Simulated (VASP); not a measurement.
Here is the system:

```yaml
crystal:
  lattice:
    - [4.92835, -8.53615, 0.00000]
    - [4.92835, 8.53615, 0.00000]
    - [0.00000, 0.00000, 10.60491]
  atoms:
    - { symbol: Zn, position: [0.22222, 0.11111, 0.25092] }
    - { symbol: Zn, position: [0.11111, 0.22222, 0.00092] }
    - { symbol: Zn, position: [0.22222, 0.11111, 0.75092] }
    - { symbol: Zn, position: [0.11111, 0.22222, 0.50092] }
    - { symbol: Zn, position: [0.22222, 0.44444, 0.25092] }
    - { symbol: Zn, position: [0.11111, 0.55556, 0.00092] }
    - { symbol: Zn, position: [0.22222, 0.44444, 0.75092] }
    - { symbol: Zn, position: [0.11111, 0.55556, 0.50092] }
    - { symbol: Zn, position: [0.22222, 0.77778, 0.25092] }
    - { symbol: Zn, position: [0.11111, 0.88889, 0.00092] }
    - { symbol: Zn, position: [0.22222, 0.77778, 0.75092] }
    - { symbol: Zn, position: [0.11111, 0.88889, 0.50092] }
    - { symbol: Zn, position: [0.55556, 0.11111, 0.25092] }
    - { symbol: Zn, position: [0.44444, 0.22222, 0.00092] }
    - { symbol: Zn, position: [0.55556, 0.11111, 0.75092] }
    - { symbol: Zn, position: [0.44444, 0.22222, 0.50092] }
    - { symbol: Zn, position: [0.55556, 0.44444, 0.25092] }
    - { symbol: Zn, position: [0.44444, 0.55556, 0.00092] }
    - { symbol: Zn, position: [0.55556, 0.44444, 0.75092] }
    - { symbol: Zn, position: [0.44444, 0.55556, 0.50092] }
    - { symbol: Zn, position: [0.55556, 0.77778, 0.25092] }
    - { symbol: Zn, position: [0.44444, 0.88889, 0.00092] }
    - { symbol: Zn, position: [0.55556, 0.77778, 0.75092] }
    - { symbol: Zn, position: [0.44444, 0.88889, 0.50092] }
    - { symbol: Zn, position: [0.88889, 0.11111, 0.25092] }
    - { symbol: Zn, position: [0.77778, 0.22222, 0.00092] }
    - { symbol: Zn, position: [0.88889, 0.11111, 0.75092] }
    - { symbol: Zn, position: [0.77778, 0.22222, 0.50092] }
    - { symbol: Zn, position: [0.88889, 0.44444, 0.25092] }
    - { symbol: Zn, position: [0.77778, 0.55556, 0.00092] }
    - { symbol: Zn, position: [0.88889, 0.44444, 0.75092] }
    - { symbol: Zn, position: [0.77778, 0.55556, 0.50092] }
    - { symbol: Zn, position: [0.88889, 0.77778, 0.25092] }
    - { symbol: Zn, position: [0.77778, 0.88889, 0.00092] }
    - { symbol: Zn, position: [0.88889, 0.77778, 0.75092] }
    - { symbol: Zn, position: [0.77778, 0.88889, 0.50092] }
    - { symbol: O, position: [0.22222, 0.11111, 0.44008] }
    - { symbol: O, position: [0.11111, 0.22222, 0.19008] }
    - { symbol: O, position: [0.22222, 0.11111, 0.94008] }
    - { symbol: O, position: [0.11111, 0.22222, 0.69008] }
    - { symbol: O, position: [0.22222, 0.44444, 0.44008] }
    - { symbol: O, position: [0.11111, 0.55556, 0.19008] }
    - { symbol: O, position: [0.22222, 0.44444, 0.94008] }
    - { symbol: O, position: [0.11111, 0.55556, 0.69008] }
    - { symbol: O, position: [0.22222, 0.77778, 0.44008] }
    - { symbol: O, position: [0.11111, 0.88889, 0.19008] }
    - { symbol: O, position: [0.22222, 0.77778, 0.94008] }
    - { symbol: O, position: [0.11111, 0.88889, 0.69008] }
    - { symbol: O, position: [0.55556, 0.11111, 0.44008] }
    - { symbol: O, position: [0.44444, 0.22222, 0.19008] }
    - { symbol: O, position: [0.55556, 0.11111, 0.94008] }
    - { symbol: O, position: [0.44444, 0.22222, 0.69008] }
    - { symbol: O, position: [0.55556, 0.44444, 0.44008] }
    - { symbol: O, position: [0.44444, 0.55556, 0.19008] }
    - { symbol: O, position: [0.55556, 0.44444, 0.94008] }
    - { symbol: O, position: [0.44444, 0.55556, 0.69008] }
    - { symbol: O, position: [0.55556, 0.77778, 0.44008] }
    - { symbol: O, position: [0.44444, 0.88889, 0.19008] }
    - { symbol: O, position: [0.55556, 0.77778, 0.94008] }
    - { symbol: O, position: [0.44444, 0.88889, 0.69008] }
    - { symbol: O, position: [0.88889, 0.11111, 0.44008] }
    - { symbol: O, position: [0.77778, 0.22222, 0.19008] }
    - { symbol: O, position: [0.88889, 0.11111, 0.94008] }
    - { symbol: O, position: [0.77778, 0.22222, 0.69008] }
    - { symbol: O, position: [0.88889, 0.44444, 0.44008] }
    - { symbol: O, position: [0.77778, 0.55556, 0.19008] }
    - { symbol: O, position: [0.88889, 0.44444, 0.94008] }
    - { symbol: O, position: [0.77778, 0.55556, 0.69008] }
    - { symbol: O, position: [0.88889, 0.77778, 0.44008] }
    - { symbol: O, position: [0.77778, 0.88889, 0.19008] }
    - { symbol: O, position: [0.88889, 0.77778, 0.94008] }
    - { symbol: O, position: [0.77778, 0.88889, 0.69008] }
```

These are PBE GGA, VASP's PBE PAW potentials (set 64) (plane waves; VASP) values and carry that method's errors. Run with PREC = Normal, LREAL = Auto, 400 eV cut-off, 1×1×1 Γ-centred mesh, Gaussian smearing of 0.050 eV, potentials Zn O.

At this cut-off the stress carries a Pulay error, which pulls relaxed volumes low. The supercell is sampled at Γ alone, which is coarse: total energies, pressure and levels can be off, energies of defects by several tenths of an eV.

### Question
Give the stress tensor in GPa (positive for a compressed cell).

### Answer

```
-3.76   0.00   0.00
 0.00  -3.76   0.00
 0.00   0.00  -4.73
```
The pressure is its mean diagonal, -4.08 GPa.

The cell is a supercell, built from ZnO (wurtzite).
